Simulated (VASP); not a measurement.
An input for Quantum ESPRESSO's pw.x (written as the equivalent of a VASP run, and not itself run):

```
&CONTROL
  calculation = 'scf'
  pseudo_dir = './pseudo'
  outdir = './out'
  tprnfor = .true.
  tstress = .true.
/
&SYSTEM
  ibrav = 0
  nat = 4
  ntyp = 2
  ecutwfc = 98
  occupations = 'tetrahedra'
  input_dft = 'pbe'
  nspin = 2
  starting_magnetization(2) = 0.03
/
&ELECTRONS
  conv_thr = 7.3e-09
  electron_maxstep = 100
/
ATOMIC_SPECIES
  Al 26.982 Al.upf
  Ni 58.693 Ni.upf
CELL_PARAMETERS angstrom
     3.5670879    0.0000000   -0.0000000
     0.0000000    3.5670879    0.0000000
     0.0000000    0.0000000    3.5670879
ATOMIC_POSITIONS crystal
  Al   0.0000000  0.0000000  0.0000000
  Ni   0.0000000  0.5000000  0.5000000
  Ni   0.5000000  0.0000000  0.5000000
  Ni   0.5000000  0.5000000  0.0000000
K_POINTS automatic
  10 10 10 0 0 0
```

**Question.** Translate this input to VASP (INCAR, KPOINTS, POSCAR, choice of POTCAR).

**Answer.** One answer among several that fit: 
INCAR:
```
SYSTEM = Ni3Al
PREC = Accurate
ENCUT = 520
EDIFF = 1E-7
NELM = 100
ALGO = Normal
LREAL = .FALSE.
LASPH = .TRUE.
ISMEAR = -5
GGA = PE
LMAXMIX = 4
ISPIN = 2
MAGMOM = -0.0 0.3 0.3 0.3
LORBIT = 11
LWAVE = .FALSE.
LCHARG = .TRUE.
NEDOS = 601
ISIF = 2
LEFG = .TRUE.
```

File POSCAR:
```
Ni3Al
1
    3.5670878516     0.0000000000    -0.0000000000
    0.0000000000     3.5670878516     0.0000000000
    0.0000000000     0.0000000000     3.5670878516
Al Ni
1 3
Direct
  0.0000000000   0.0000000000   0.0000000000
  0.0000000000   0.5000000000   0.5000000000
  0.5000000000   0.0000000000   0.5000000000
  0.5000000000   0.5000000000   0.0000000000
```

### KPOINTS
```
Automatic mesh
0
Gamma
10 10 10
0 0 0
```

POTCAR, in this order: Al Ni (PBE.64 set). Program: vasp_std.

Limits of the translation: the potentials are each code's own (VASP's PAW set, PseudoDojo norm-conserving files in pw.x), so ENCUT and ecutwfc are chosen apart and not converted; conv_thr bounds pw.x's estimated SCF error, while EDIFF bounds the energy change between steps; starting_magnetization is a fraction of the valence charge and MAGMOM a moment in μB, so they match only roughly; the field gradients of LEFG aren't asked of the other code.

The compound is Ni3Al in the L1_2 structure. It was relaxed first.
